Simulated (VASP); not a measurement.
Method: G0W0 on PBE orbitals, VASP's PBE PAW potentials (set 64) (plane waves; VASP).

VASP ran on this input.

**INCAR**
```
# general
SYSTEM      = LiCl
PREC        = Normal
ENCUT       = 500
LREAL       = F
LASPH       = T
NBANDS      = 160

# electronic loop
ALGO        = EVGW0

# smearing
ISMEAR      = 0
SIGMA       = 0.01

# functional
GGA         = PE

# output
LWAVE       = F
LCHARG      = F

# other
NELMGW      = 1
NOMEGA      = 64
ENCUTGW     = 200
NBANDSGW    = 13
LSPECTRALGW = T
```

**KPOINTS**
```
Automatic mesh
0
Gamma
4 4 4
0 0 0
```

**POSCAR**
```
LiCl
1
    0.0000000000     2.5700000000     2.5700000000
    2.5700000000     0.0000000000     2.5700000000
    2.5700000000     2.5700000000     0.0000000000
Li Cl
1 1
Direct
  0.0000000000   0.0000000000   0.0000000000
  0.5000000000   0.5000000000   0.5000000000
```

POTCAR, in this order: Li_sv_GW Cl_GW (PBE.64 set). Program: vasp_std. Read from the step before: WAVECAR, WAVEDER.

The run wrote:

File OUTCAR:
```
 ion  position               nearest neighbor table
   1  0.000  0.000  0.000-
   2  0.500  0.500  0.500-
  LATTYP: Found a face centered cubic cell.
 ALAT       =     5.1400000000
 Subroutine PRICEL returns:
 Original cell was already a primitive cell.
 Subroutine GETGRP returns: Found 48 space group operations
The static configuration has the point symmetry O_h .
The dynamic configuration has the point symmetry O_h .
 Subroutine INISYM returns: Found 48 space group operations
 Subroutine IBZKPT returns following result:
 Found      8 irreducible k-points:

 Following reciprocal coordinates:
            Coordinates               Weight
  0.000000  0.000000  0.000000      1.000000
  0.250000  0.000000  0.000000      8.000000
  0.500000  0.000000  0.000000      4.000000
  0.250000  0.250000  0.000000      6.000000
  0.500000  0.250000  0.000000     24.000000
 -0.250000  0.250000  0.000000     12.000000
  0.500000  0.500000  0.000000      3.000000
 -0.250000  0.500000  0.250000      6.000000
 Subroutine IBZKPT_HF returns following result:
   k-points           NKPTS =      8   k-points in BZ     NKDIM =     64   number of bands    NBANDS=    160
   number of dos      NEDOS =    301   number of ions     NIONS =      2
   total plane-waves  NPLWV =   8000
   dimension x,y,z NGX =    20 NGY =   20 NGZ =   20
   dimension x,y,z NGXF=    40 NGYF=   40 NGZF=   40
   ions per type =               1   1
   PREC   = normal    normal or accurate (medium, high low for compatibility)
   ISTART =      1    job   : 0-new  1-cont  2-samecut
   ICHARG =      0    charge: 1-file 2-atom 10-const
   ISPIN  =      1    spin polarized calculation?
   LNONCOLLINEAR =      F non collinear calculations
   LSORBIT =      F    spin-orbit coupling
   INIWAV =      1    electr: 0-lowe 1-rand  2-diag
   ENCUT  =  500.0 eV  36.75 Ry    6.06 a.u.   6.63  6.63  6.63*2*pi/ulx,y,z
   NELM   =     60;   NELMIN=  2; NELMDL=  0     # of ELM steps
   EDIFF  = 0.1E-03   stopping-criterion for ELM
   LREAL  =      F    real-space projection
   NLSPLINE    = F    spline interpolate recip. space projectors
   LMAXMIX     =    2 max onsite mixed and CHGCAR
   VOSKOWN=      0    Vosko Wilk Nusair interpolation
   EDIFFG = 0.1E-02   stopping-criterion for IOM
   NSW    =      0    number of steps for IOM
   NBLOCK =      1;   KBLOCK =      1    inner block; outer block
   IBRION =     -1    ionic relax: 0-MD 1-quasi-New 2-CG
   NFREE  =      0    steps in history (QN), initial steepest desc. (CG)
   ISIF   =      0    stress and relaxation
   ISYM   =      3    0-nonsym 1-usesym 2-fastsym
   TEIN   =    0.0    initial temperature
   TEBEG  =    0.0;   TEEND  =   0.0 temperature during run
   SMASS  =  -3.00    Nose mass-parameter (am)
   PSTRESS=    0.0 pullay stress
   NELECT =      10.0000    total number of electrons
   EFERMI =   0.00;   METHOD = LEGACY
   ISMEAR =     0;   SIGMA  =   0.01  broadening in eV -4-tet -1-fermi 0-gaus
   IALGO  =     38    algorithm
   LDIAG  =      T    sub-space diagonalisation (order eigenvalues)
   IMIX   =      4    mixing-type and parameters
     AMIX     =   0.40;   BMIX     =  1.00
     AMIX_MAG =   1.60;   BMIX_MAG =  1.00
     AMIN     =   0.10
   GGA     = PE    functional components
   VOSKOWN =     0    Vosko Wilk Nusair interpolation
   LHFCALC =     T    Hartree Fock is set to
   NKREDX  =     1    reduce k-point grid by
   AEXX    =    1.0000 exact exchange contribution
   HFSCREEN=    0.0000 screening length (either q_TF or 0.3 A-1)
   HFRCUT  =    0.0000 spherical cutoff for potential kernel
   AGGAX   =    0.0000 GGA exchange part
   ALDAC   =    0.0000 LDA correlation
   AGGAC   =    0.0000 GGA correlation
...
```

### OSZICAR
```
energies w=
    0.000    0.000    1.098    0.000    2.195    0.000    3.286    0.000
    4.371    0.000    5.447    0.000    6.513    0.000    7.567    0.000
    8.609    0.000    9.637    0.000   10.652    0.000   11.653    0.000
   12.641    0.000   13.616    0.000   14.579    0.000   15.530    0.000
   16.471    0.000   17.404    0.000   18.328    0.000   19.247    0.000
   20.161    0.000   21.073    0.000   21.983    0.000   22.894    0.000
   23.809    0.000   24.728    0.000   25.655    0.000   26.591    0.000
   27.539    0.000   28.503    0.000   29.484    0.000   30.486    0.000
   31.513    0.000   32.567    0.000   33.654    0.000   34.778    0.000
   35.944    0.000   37.157    0.000   38.425    0.000   39.754    0.000
   41.153    0.000   42.631    0.000   44.199    0.000   45.870    0.000
   47.660    0.000   49.585    0.000   51.667    0.000   53.930    0.000
   56.405    0.000   59.129    0.000   62.146    0.000   65.513    0.000
   69.300    0.000   73.597    0.000   78.521    0.000   84.223    0.000
   90.910    0.000   98.865    0.000  108.487    0.000  120.360    0.000
  135.373    0.000  154.943    0.000  181.489    0.000  219.491    0.000
NQ=   1    0.0000    0.0000    0.0000,
 performed        132000 updates of chi_q(r,r)
NQ=   2    0.2500    0.0000    0.0000,
 performed        414000 updates of chi_q(r,r)
NQ=   3    0.5000    0.0000    0.0000,
 performed        621000 updates of chi_q(r,r)
NQ=   4    0.2500    0.2500    0.0000,
 performed        874000 updates of chi_q(r,r)
NQ=   5    0.5000    0.2500    0.0000,
 performed       1222000 updates of chi_q(r,r)
NQ=   6   -0.2500    0.2500    0.0000,
 performed       1529000 updates of chi_q(r,r)
NQ=   7    0.5000    0.5000    0.0000,
 performed       1719000 updates of chi_q(r,r)
NQ=   8   -0.2500    0.5000    0.2500,
 performed       1976000 updates of chi_q(r,r)
 resolving degeneracies of screened two electron integrals
```

**OUTCAR**
```


 k-point   1 :       0.0000    0.0000    0.0000
  band No.  KS-energies  QP-energies   sigma(KS)   V_xc(KS)     V^pw_x(r,r')   Z            occupation Imag(sigma)

      1     -43.4619     -52.1188     -38.4741     -27.5954     -43.3216       0.7958       2.0000       0.1821
      2     -13.3162     -14.9661     -16.9861     -14.8198     -24.2095       0.7616       2.0000       1.6900
      3       0.0612      -1.7691     -17.0519     -14.7459     -18.9732       0.7937       2.0000       0.1209
      4       0.0612      -1.7691     -17.0519     -14.7459     -18.9732       0.7937       2.0000       0.1209
      5       0.0612      -1.7691     -17.0519     -14.7459     -18.9732       0.7937       2.0000       0.1209
      6       6.3495       7.0974      -8.3005      -9.1970      -4.7301       0.8342       0.0000      -0.1121
      7      11.8474      13.0024      -8.1248      -9.5274      -4.2315       0.8234       0.0000      -0.1398
      8      11.8474      13.0024      -8.1248      -9.5274      -4.2315       0.8234       0.0000      -0.1398
      9      11.8474      13.0024      -8.1248      -9.5274      -4.2315       0.8234       0.0000      -0.1398
     10      14.3798      15.8297      -9.2558     -11.0630      -4.8738       0.8023       0.0000      -0.1936
     11      14.3798      15.8297      -9.2558     -11.0630      -4.8738       0.8023       0.0000      -0.1936
     12      14.5491      15.5474      -6.7121      -7.9654      -2.1521       0.7965       0.0000      -0.2477
     13      14.5491      15.5474      -6.7121      -7.9654      -2.1521       0.7965       0.0000      -0.2477

 k-point   2 :       0.2500    0.0000    0.0000
  band No.  KS-energies  QP-energies   sigma(KS)   V_xc(KS)     V^pw_x(r,r')   Z            occupation Imag(sigma)

      1     -43.4611     -52.1402     -38.4756     -27.5995     -43.3252       0.7980       2.0000       0.1821
      2     -13.0520     -14.6271     -17.0969     -15.0190     -24.3069       0.7580       2.0000       1.6278
      3      -1.5067      -3.5106     -15.8555     -13.3078     -18.0265       0.7866       2.0000       0.1456
      4      -0.0722      -1.9237     -16.9779     -14.6454     -18.9223       0.7938       2.0000       0.1225
      5      -0.0722      -1.9237     -16.9779     -14.6454     -18.9223       0.7938       2.0000       0.1225
      6       7.2457       8.0657      -7.9608      -8.9452      -4.3657       0.8330       0.0000      -0.1145
      7      10.6591      11.8162      -7.6382      -9.0387      -3.7785       0.8262       0.0000      -0.1359
      8      10.6591      11.8162      -7.6382      -9.0387      -3.7785       0.8262       0.0000      -0.1359
      9      10.9585      11.9824      -8.7023      -9.9592      -4.7211       0.8146       0.0000      -0.1512
     10      13.7922      15.0627      -8.5019     -10.0709      -4.2394       0.8097       0.0000      -0.1807
     11      13.7922      15.0627      -8.5019     -10.0709      -4.2394       0.8097       0.0000      -0.1807
     12      15.5629      16.3830      -6.9952      -8.0336      -2.3456       0.7898       0.0000      -0.2922
     13      19.6763      20.9266      -8.7552     -10.3380      -3.4093       0.7899       0.0000      -0.6029

 k-point   3 :       0.5000    0.0000    0.0000
  band No.  KS-energies  QP-energies   sigma(KS)   V_xc(KS)     V^pw_x(r,r')   Z            occupation Imag(sigma)

      1     -43.4587     -52.1790     -38.4750     -27.6008     -43.3263       0.8019       2.0000       0.1820
      2     -12.7555     -14.2350     -17.2656     -15.2763     -24.4483       0.7437       2.0000       1.5486
      3      -2.7296      -4.8853     -15.2276     -12.4604     -17.6939       0.7790       2.0000       0.1775
      4      -0.1920      -2.0594     -16.9317     -14.5721     -18.9032       0.7914       2.0000       0.1242
      5      -0.1920      -2.0594     -16.9317     -14.5721     -18.9032       0.7914       2.0000       0.1242
      6       6.7930       7.5990      -7.3281      -8.2873      -3.8714       0.8404       0.0000      -0.1074
      7       9.4868      10.6179      -7.4692      -8.8271      -3.7790       0.8330       0.0000      -0.1214
      8       9.4868      10.6179      -7.4692      -8.8271      -3.7790       0.8330       0.0000      -0.1214
      9      12.9642      14.0362      -9.8985     -11.2659      -5.3257       0.7840       0.0000      -0.2220
     10      16.7015      18.3186      -9.9389     -11.9945      -5.0643       0.7867       0.0000      -0.2578
     11      16.7015      18.3186      -9.9389     -11.9945      -5.0643       0.7867       0.0000      -0.2578
     12      16.9454      17.4056      -6.7567      -7.3400      -1.9971       0.7888       0.0000      -0.4104
     13      18.3774      19.7879      -8.9938     -10.7810      -3.9127       0.7891       0.0000      -0.3916

 k-point   4 :       0.2500    0.2500    0.0000
  band No.  KS-energies  QP-energies   sigma(KS)   V_xc(KS)     V^pw_x(r,r')   Z            occupation Imag(sigma)

      1     -43.4587     -52.1977     -38.4733     -27.5970     -43.3224       0.8035       2.0000       0.1817
      2     -12.9530     -14.4954     -17.1527     -15.1029     -24.3541       0.7525       2.0000       1.6002
      3      -1.4353      -3.4142     -15.8399     -13.3248     -17.9712       0.7868       2.0000       0.1428
      4      -0.5213      -2.4207     -16.5597     -14.1564     -18.5735       0.7904       2.0000       0.1289
      5      -0.5213      -2.4207     -16.5597     -14.1564     -18.5735       0.7904       2.0000       0.1289
      6       8.5470       9.4678      -9.0442     -10.1642      -5.2848       0.8222       0.0000      -0.1278
      7       9.5451      10.4384      -7.3570      -8.4273      -3.7614       0.8347       0.0000      -0.1198
      8       9.7317      10.8248      -7.7379      -9.0611      -3.9251       0.8261       0.0000      -0.1314
      9      12.4843      13.6442      -8.1350      -9.5631      -3.9357       0.8122       0.0000      -0.1723
     10      12.4843      13.6442      -8.1350      -9.5631      -3.9357       0.8122       0.0000      -0.1723
     11      15.2896      16.7852      -9.5594     -11.4446      -4.9652       0.7933       0.0000      -0.2276
     12      17.4057      18.6426      -8.1857      -9.7581      -3.2733       0.7866       0.0000      -0.3488
     13      17.4057      18.6426      -8.1857      -9.7581      -3.2733       0.7866       0.0000      -0.3488

 k-point   5 :       0.5000    0.2500    0.0000
  band No.  KS-energies  QP-energies   sigma(KS)   V_xc(KS)     V^pw_x(r,r')   Z            occupation Imag(sigma)

      1     -43.4582     -52.2449     -38.4753     -27.6017     -43.3260       0.8081       2.0000       0.1813
      2     -12.6400     -14.0961     -17.3546     -15.3909     -24.5222       0.7415       2.0000       1.5118
      3      -2.4019      -4.5100     -15.2728     -12.5796     -17.6405       0.7827       2.0000       0.1673
      4      -1.2157      -3.1874     -15.9323     -13.4356     -18.0381       0.7897       2.0000       0.1393
      5      -0.6441      -2.5608     -16.5007     -14.0747     -18.5392       0.7900       2.0000       0.1309
      6       8.1824       9.1093      -7.7324      -8.8429      -4.1745       0.8347       0.0000      -0.1147
      7       9.5909      10.6565      -8.5136      -9.8080      -4.7649       0.8232       0.0000      -0.1290
      8      10.9129      11.9363      -8.6828      -9.9407      -4.6806       0.8136       0.0000      -0.1526
      9      11.2382      12.4417      -7.9821      -9.4486      -3.9826       0.8207       0.0000      -0.1486
     10      14.4743      15.5339      -8.1931      -9.5336      -3.5654       0.7904       0.0000      -0.2457
     11      17.1372      18.7569     -10.1400     -12.2111      -5.1400       0.7821       0.0000      -0.2880
     12      18.1302      19.6332      -9.5991     -11.5166      -4.4550       0.7838       0.0000      -0.3711
     13      19.6806      20.8731      -9.2170     -10.7320      -3.7591       0.7871       0.0000      -0.6365

 k-point   6 :      -0.2500    0.2500    0.0000
  band No.  KS-energies  QP-energies   sigma(KS)   V_xc(KS)     V^pw_x(r,r')   Z            occupation Imag(sigma)

      1     -43.4590     -52.1542     -38.4755     -27.6013     -43.3263       0.7996       2.0000       0.1817
      2     -12.7525     -14.2388     -17.2713     -15.2801     -24.4535       0.7464       2.0000       1.5462
      3      -2.0214      -4.0930     -15.5737     -12.9378     -17.8598       0.7859       2.0000       0.1575
      4      -1.3618      -3.3450     -15.7901     -13.2687     -17.9266       0.7866       2.0000       0.1427
      5      -0.2161      -2.0785     -16.8796     -14.5226     -18.8453       0.7901       2.0000       0.1242
      6       8.2060       9.1272      -7.6159      -8.7222      -3.9697       0.8326       0.0000      -0.1185
      7      10.1953      11.3749      -7.6203      -9.0469      -3.7919       0.8269       0.0000      -0.1320
      8      10.1976      11.2151      -8.5102      -9.7494      -4.6949       0.8210       0.0000      -0.1358
      9      10.7438      11.8654      -9.2683     -10.6508      -5.2562       0.8113       0.0000      -0.1529
     10      14.1972      15.4622      -8.6110     -10.1788      -4.2874       0.8068       0.0000      -0.1892
     11      17.1261      18.1052      -7.0762      -8.3147      -2.2865       0.7906       0.0000      -0.3588
     12      17.1615      18.5625      -9.1777     -10.9591      -4.2539       0.7864       0.0000      -0.3120
     13      18.7336      19.6920      -8.7248      -9.9466      -3.4659       0.7843       0.0000      -0.5557

 k-point   7 :       0.5000    0.5000    0.0000
  band No.  KS-energies  QP-energies   sigma(KS)   V_xc(KS)     V^pw_x(r,r')   Z            occupation Imag(sigma)

      1     -43.4563     -52.2501     -38.4735     -27.6001     -43.3235       0.8087       2.0000       0.1806
      2     -12.5151     -13.9476     -17.4638     -15.5256     -24.6116       0.7391       2.0000       1.4712
      3      -2.8043      -4.9400     -14.9333     -12.1955     -17.3791       0.7801       2.0000       0.1788
...
```
(Selected blocks of OUTCAR.)

The mesh is coarse and the basis finite, so the quasiparticle values are not converged.

The compound is LiCl in the rock salt structure. The cell was not relaxed at this level. The k-mesh is coarse (spacing up to 0.53 per Å, 2π included), so the numbers may not be converged in it.
